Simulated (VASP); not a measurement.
A VASP calculation is set up with these files.

File KPOINTS:
```
Automatic mesh
0
Gamma
9 9 5
0 0 0
```

**INCAR**
```
SYSTEM = Dy
PREC = Accurate
ENCUT = 400
EDIFF = 1E-6
NELM = 100
ALGO = Normal
LREAL = .FALSE.
LASPH = .TRUE.
ISMEAR = 1
SIGMA = 0.1
GGA = PE
LMAXMIX = 6
LWAVE = .FALSE.
LCHARG = .FALSE.
ISIF = 2
```

File POSCAR:
```
Dy
1
    1.7950000000    -3.1090310000     0.0000000000
    1.7950000000     3.1090310000     0.0000000000
    0.0000000000     0.0000000000     5.6500000000
Dy
2
Direct
  0.3333330000   0.6666670000   0.2500000000
  0.6666670000   0.3333330000   0.7500000000
```

POTCAR, in this order: Dy_3 (PBE.64 set). Program: vasp_gam.

Output of the run:

### standard output
```
 POSCAR found type information on POSCAR Dy
 POSCAR found :  1 types and       2 ions
 Reading from existing POTCAR
 Reading from existing POTCAR
 LDA part: xc-table for (Slater+PW92), standard interpolation

 -----------------------------------------------------------------------------
|                                                                             |
|     EEEEEEE  RRRRRR   RRRRRR   OOOOOOO  RRRRRR      ###     ###     ###     |
|     E        R     R  R     R  O     O  R     R     ###     ###     ###     |
|     E        R     R  R     R  O     O  R     R     ###     ###     ###     |
|     EEEEE    RRRRRR   RRRRRR   O     O  RRRRRR       #       #       #      |
|     E        R   R    R   R    O     O  R   R                               |
|     E        R    R   R    R   O     O  R    R      ###     ###     ###     |
|     EEEEEEE  R     R  R     R  OOOOOOO  R     R     ###     ###     ###     |
|                                                                             |
|     You are using the Gamma-point-only version with more than one           |
|     k-point or some other non-Gamma k-point.                                |
|                                                                             |
|       ---->  I REFUSE TO CONTINUE WITH THIS SICK JOB ... BYE!!! <----       |
|                                                                             |
 -----------------------------------------------------------------------------
```

Q: Read input and log: which fault does this run have?
A) NELM is too small, so the electronic loop ends before EDIFF is met
B) the lattice vectors form a left-handed set
C) the Γ-only program was given a k-mesh
D) LEPSILON was set for a metal

A: C, the Γ-only program was given a k-mesh. VASP stops with an error: You are using the Gamma-point-only version with more than one k-point or some other non-Gamma k-point. ----> I REFUSE TO CONTINUE WITH THIS SICK JOB ... BYE!!! <----

To mend it, run vasp_std.

The mended run (PBE GGA, plane waves, VASP's PBE PAW potentials (set 64)) converges, and its OSZICAR ends with
```
   1 F= -.90676329E+01 E0= -.90686603E+01  d E =0.308210E-02
```

The compound is Dy in the hcp structure. The cell was not relaxed at this level. The 4f electrons are frozen in the core of the lanthanide potential, so 4f levels, which can set the real gap, and their magnetism are missing.
